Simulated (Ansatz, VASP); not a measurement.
# Ba5Na8Ca7Si22O60 (glassy 58SiO2-11Na2O-13BaO-18CaO (mol %)): VASP beside Ansatz, part 2 of 2

One calculation is typed for both programs; each brings its own data sets. How far apart do they land? Of the first pair: The structure shown is the start of the Ansatz relaxation below; VASP solves that cell, so the two are compared at the walk's first step.

VASP 6.6.1 and Ansatz 0.2.0.

So far. Step 3 (VASP: single point, LDA, start cell, pair 1): The run ends at a pressure of 0.24 GPa, with forces up to 7.3 eV/Å.

## (5) Ansatz: relaxation, LDA

Level of this step: Ansatz beside VASP: Kohn-Sham DFT, plane waves, LDA (Ansatz).

This run makes the geometry at which the two programs are then compared. The cell compared in this pair holds 1361.14 Å³, against 1479.89 Å³ for the pair before.

The structure compared here is the end of the Ansatz relaxation.

The input, input.yaml:

```yaml
crystal:
  lattice:
    - [11.39575, 0.0, 0.0]
    - [0.0, 11.39575, 0.0]
    - [0.0, 0.0, 11.39575]
  atoms:
    - { symbol: Si, position: [0.45292, 0.57218, 0.96812] }
    - { symbol: Si, position: [0.64082, 0.91683, 0.33929] }
    - { symbol: Si, position: [0.78261, 0.10787, 0.48856] }
    - { symbol: Si, position: [0.21488, 0.61838, 0.64231] }
    - { symbol: Si, position: [0.79737, 0.04642, 0.8984] }
    - { symbol: Si, position: [0.62128, 0.2247, 0.16479] }
    - { symbol: Si, position: [0.26546, 0.48464, 0.40424] }
    - { symbol: Si, position: [0.92807, 0.83081, 0.78122] }
    - { symbol: Si, position: [0.59131, 0.49054, 0.17878] }
    - { symbol: Si, position: [0.39364, 0.8187, 0.07449] }
    - { symbol: Si, position: [0.87312, 0.73098, 0.01815] }
    - { symbol: Si, position: [0.64562, 0.1926, 0.71695] }
    - { symbol: Si, position: [0.95892, 0.67879, 0.55057] }
    - { symbol: Si, position: [0.65889, 0.89145, 0.07274] }
    - { symbol: Si, position: [0.19792, 0.53595, 0.90879] }
    - { symbol: Si, position: [0.38481, 0.11417, 0.78123] }
    - { symbol: Si, position: [0.36406, 0.71765, 0.33287] }
    - { symbol: Si, position: [0.16818, 0.08264, 0.31831] }
    - { symbol: Si, position: [0.57626, 0.73641, 0.50294] }
    - { symbol: Si, position: [0.85853, 0.48222, 0.13197] }
    - { symbol: Si, position: [0.03567, 0.31529, 0.97961] }
    - { symbol: Si, position: [0.44739, 0.08343, 0.32227] }
    - { symbol: Na, position: [0.02176, 0.90037, 0.44757] }
    - { symbol: Na, position: [0.49594, 0.7838, 0.79697] }
    - { symbol: Na, position: [0.9906, 0.41084, 0.68342] }
    - { symbol: Na, position: [0.24168, 0.32754, 0.75937] }
    - { symbol: Na, position: [0.88076, 0.99823, 0.18024] }
    - { symbol: Na, position: [0.73549, 0.89478, 0.62428] }
    - { symbol: Na, position: [0.45394, 0.08931, 0.00442] }
    - { symbol: Na, position: [0.66307, 0.5525, 0.71329] }
[... 66 atom lines left out ...]
    - { symbol: O, position: [0.08921, 0.21491, 0.05117] }
    - { symbol: O, position: [0.17099, 0.64394, 0.98233] }
    - { symbol: O, position: [0.11337, 0.32821, 0.57526] }
    - { symbol: O, position: [0.28055, 0.89034, 0.04751] }
    - { symbol: O, position: [0.68012, 0.90767, 0.20549] }
    - { symbol: O, position: [0.72876, 0.77393, 0.03619] }
kpoints:
  mp_grid: { grid: [1, 1, 1] }
hamiltonian:
  xc: lda
scf:
  occupations: { method: fixed }
output:
  forces: true
relax:
  f_tol: 0.05
  max_steps: 150
  cell: {}
```

On the command line:

```sh
ansatz run input.yaml --threads 4 --pin off --max-ram 8192MiB --backend cpu --events-out ev --progress --plain --runs-dir out
```

Numbers of over 12 decimals in the logs are rounded to 6 here.

Output:

```text
[...]
Crystal: 102 atoms, lattice volume = 1479.888 Å³
Basis set: ecut = 420 eV, 28887 PW (Γ)
Bands: 422, of which v1, the nominal top of the filled ones, is band 320 counted from 1 (319 counted from 0)
Symmetry: 1 space group operations
[...]
k-points: 1
[...]
SCF iter   1: F=—  HF=-99868.614537 eV  |F-HF|=—  |Δ(HF+E_count)|=         —  Δρ=1.34e-2  dr2=2.45e0  ethr=1.77e-3  ⟨swp⟩=6.0  Hψ=1430  notcnv=0  defer=99
[...]
- { symbol: O, position: [0.888291, 0.447197, 0.256360] }
    - { symbol: O, position: [0.944189, 0.733281, 0.407926] }
    - { symbol: O, position: [0.704325, 0.489272, 0.094549] }
    - { symbol: O, position: [0.895337, 0.031966, 0.543869] }
    - { symbol: O, position: [0.170926, 0.055935, 0.461839] }
    - { symbol: O, position: [0.079366, 0.875526, 0.746336] }
    - { symbol: O, position: [0.229385, 0.818531, 0.358081] }
[...]
- { symbol: O, position: [0.095827, 0.310559, 0.593576] }
    - { symbol: O, position: [0.265719, 0.877553, 0.057447] }
    - { symbol: O, position: [0.699020, 0.898518, 0.203593] }
    - { symbol: O, position: [0.729260, 0.768223, 0.010305] }
```

## (6) VASP: single point, LDA, relaxed cell, pair 2

The same cell, functional (in two slightly different forms) and mesh now go to VASP, with its own data sets.

The input, INCAR:

```
SYSTEM = Ba5Na8Ca7Si22O60
PREC = Accurate
ENCUT = 600
EDIFF = 1E-06
NELM = 120
ISMEAR = 0
SIGMA = 0.01
LREAL = Auto
ALGO = Normal
GGA = PW92
NBANDS = 384
LORBIT = 11
LWAVE = .FALSE.
LCHARG = .FALSE.
ISIF = 2
LASPH = .TRUE.
GGA_COMPAT = .FALSE.
EFERMI = MIDGAP
NCORE = 2
```

The input, POSCAR:

```
Ba5Na8Ca7Si22O60
1.0
   10.6454350000      0.4172330000      0.1871180000
    0.4172330000     11.5425190000      0.2756130000
    0.1871180000      0.2756130000     11.1026600000
Si Na Ba Ca O
22 8 5 7 60
Direct
    0.4628100000      0.5701700000      0.9721100000
    0.6458400000      0.9209400000      0.3400100000
    0.7848300000      0.1111200000      0.4840300000
    0.2253800000      0.6099300000      0.6589700000
    0.8240600000      0.0341400000      0.8870100000
    0.6231300000      0.2273600000      0.1420000000
    0.2701900000      0.5038000000      0.4178200000
    0.9447800000      0.8245600000      0.7601200000
    0.5884900000      0.4770300000      0.1934700000
    0.4011900000      0.8157200000      0.0784100000
    0.8849200000      0.7375300000      0.0093000000
    0.6331400000      0.1802000000      0.7252100000
    0.9666100000      0.6763600000      0.5408300000
    0.6669000000      0.8869100000      0.0639100000
    0.1965100000      0.5383900000      0.9155600000
    0.3641100000      0.0755200000      0.7946000000
    0.3558500000      0.7397900000      0.3393200000
    0.1528900000      0.1038400000      0.3254000000
    0.5748600000      0.7373100000      0.5231900000
    0.8534800000      0.4858400000      0.1212300000
    0.0364500000      0.3269200000      0.9762500000
    0.4384400000      0.0894400000      0.3043100000
    0.0266600000      0.9138800000      0.4264300000
    0.5352300000      0.8023700000      0.8200600000
    0.9932700000      0.4429200000      0.7054100000
    0.2234400000      0.3051200000      0.7692900000
    0.8782200000      0.0018300000      0.1501100000
    0.7373500000      0.9105100000      0.6114400000
    0.4976000000      0.0996700000      0.9882300000
    0.5079800000      0.5401600000      0.6994400000
[... 66 atom lines left out ...]
    0.0830800000      0.2354800000      0.0803900000
    0.1591800000      0.6540500000      0.9802400000
    0.0958300000      0.3105600000      0.5935800000
    0.2657200000      0.8775500000      0.0574500000
    0.6990200000      0.8985200000      0.2035900000
    0.7292600000      0.7682200000      0.0103100000
```

The input, KPOINTS:

```
Automatic mesh
0
Gamma
1 1 1
0 0 0
```

The projector-augmented-wave data sets are Si, Na_pv, Ba_sv, Ca_sv and O (LDA family, release 64).

On the command line:

```sh
mpirun -np 8 vasp_gam
```

Output:

```text
[banner, memory and clock lines left out]
running    8 mpi-ranks, on    1 nodes
[...]
[... a notice as in an earlier step ...]

 LDA part: xc-table for (Slater(with rela. corr.)+PW92), standard interpolation
 POSCAR, INCAR and KPOINTS ok, starting setup
[...]
entering main loop
       N       E                     dE             d eps       ncg     rms          rms(c)
DAV:   1     0.876851483144E+04    0.87685E+04   -0.37637E+05   768   0.195E+03
DAV:   2     0.405429593036E+03   -0.83631E+04   -0.79301E+04   880   0.511E+02
DAV:   3    -0.821208639930E+03   -0.12266E+04   -0.11993E+04   840   0.208E+02
DAV:   4    -0.903592376869E+03   -0.82384E+02   -0.81603E+02   992   0.572E+01
[...]
DAV:  19    -0.798917770920E+03    0.26680E-05   -0.19711E-05  1128   0.988E-03    0.122E-02
DAV:  20    -0.798917769389E+03    0.15304E-05   -0.10088E-05   888   0.686E-03    0.522E-03
DAV:  21    -0.798917769331E+03    0.58797E-07   -0.22776E-06   608   0.392E-03
   1 F= -.79891777E+03 E0= -.79891777E+03  d E =0.000000E+00
```

OUTCAR, selected parts (step 6):

```text
  Total        4.2255087      4.6460447      5.3110912     -0.0199974     -0.0728227      0.8066559
  in kB        4.9737886      5.4687958      6.2516130     -0.0235387     -0.0857186      0.9495036
  external PRESSURE =       5.5647325 kB  Pullay stress =       0.0000000 kB

 POSITION                                       TOTAL-FORCE (eV/Angst)
 -----------------------------------------------------------------------------------
      5.34661      7.04222     11.03675        -0.020355      0.009723      0.037949
      7.32312     10.99314      4.14969         0.051974     -0.029295     -0.015125
      8.49179      1.74347      5.55150        -0.080368     -0.028279     -0.029698
      2.77706      7.31579      7.52660        -0.024025     -0.057703     -0.031685
      8.95270      0.98236     10.01178        -0.079922      0.027645      0.004535
      6.75492      2.92343      1.75584        -0.029582      0.002047      0.055263
[...]
10.43359      8.97028      4.90788        -0.052933      0.066933     -0.019527
      7.71962      5.96733      1.31640        -0.011771     -0.001589     -0.024836
      9.64639      0.89248      6.21475         0.016816     -0.112431     -0.025210
      1.92938      0.84430      5.17505        -0.051709      0.029347      0.002970
      1.34988     10.34464      8.54252         0.077529      0.017575     -0.022904
      2.85037      9.64229      4.24416        -0.054820      0.099504      0.041610
      3.82599      7.20289      3.88527         0.019961     -0.014706      0.000484
[...]
-----------------------------------------------------------------------------------
    total drift:                               -0.013474      0.022836     -0.001681

  FREE ENERGIE OF THE ION-ELECTRON SYSTEM (eV)
  ---------------------------------------------------
  free  energy   TOTEN  =      -798.9177693306 eV

  energy  without entropy=     -798.9177693306  energy(sigma->0) =     -798.91776933

[... 1 part as in an earlier step ...]

[... 2 further parts left out ...]
[key lines of the parts left out:]
E-fermi :   4.1036
```

The run ends at a pressure of 0.56 GPa, with forces up to 0.18 eV/Å.

## (7) Comparison

What differs besides the data sets and the points named for the pairs above, as far as they apply: the data sets hold 640 valence electrons in Ansatz (on its default PAW (the set named soft_2) files) and 624 in VASP; the cutoff is 420 eV in Ansatz and 600 eV in VASP (PREC = Accurate, projectors in real space). Total energies have different zeros and are not compared.

Compared:

| quantity | Ansatz | VASP | difference |
| --- | --- | --- | --- |
| pressure (GPa) | -0.01 | 0.56 | -0.56 |
| gap on the k mesh (eV) | 3.306 | 3.284 | +0.022 |

Forces on 7 of the 102 atoms, those with the largest forces and the largest differences (eV/Å; atoms numbered as in POSCAR):

| atom | Ansatz x, y, z | VASP x, y, z |
| --- | --- | --- |
| Ba31 | -0.008, -0.006, -0.017 | -0.035, -0.133, 0.085 |
| Ba33 | 0.001, 0.004, 0.007 | 0.078, 0.049, -0.130 |
| Ba34 | 0.001, 0.008, -0.004 | 0.069, 0.068, 0.147 |
| O50 | -0.003, -0.001, 0.002 | -0.055, 0.100, 0.042 |
| O68 | 0.006, 0.004, -0.003 | -0.027, 0.151, -0.017 |
| O79 | -0.004, 0.003, 0.004 | 0.037, -0.031, 0.109 |
| O99 | -0.007, -0.004, 0.001 | 0.042, 0.165, -0.011 |

The forces differ by 41 meV/Å r.m.s., where the r.m.s. force is 0.007 eV/Å in Ansatz and 0.041 eV/Å in VASP: the atoms lie near their places of rest in Ansatz, so a percentage would say little (all taken over all components). A gap on the mesh is an upper bound, since the band edges may lie between its points.

## (8) What came out

```
r.m.s. force difference (single point, LDA, start cell, pair 1)   : 3.0 % of the r.m.s. force
r.m.s. force difference (single point, LDA, relaxed cell, pair 2) : 41 meV/Å
difference in pressure (single point, LDA, relaxed cell, pair 2)  : -0.56 GPa
```

The r.m.s. force difference is 41 meV/Å (single point, LDA, relaxed cell, pair 2), beyond the 12 meV/Å picked in this series as the mark of a large difference. The data sets hold unlike numbers of valence electrons (640 in Ansatz and 624 in VASP), so part of the differences comes from the potentials. What causes the difference of the single point, LDA, start cell, pair 1 pair stays open here. What causes the difference of the single point, LDA, relaxed cell, pair 2 pair stays open here. Such differences can come from data sets, numerical settings and the points named under the comparisons, not from the functional's error against experiment.

[Lines on the potential files, build, host, timing and source positions are cut from VASP's logs without a mark.]

[Logs are printed without paths, hosts, clocks, repeated set-up lines and the standing remarks that a program may print on its own settings, such as how far it seeks lower states.]

[Hosts, paths, dates, database ids (printed as entryN), source tags and the programs' standing remarks are cut or masked in the printed files.]
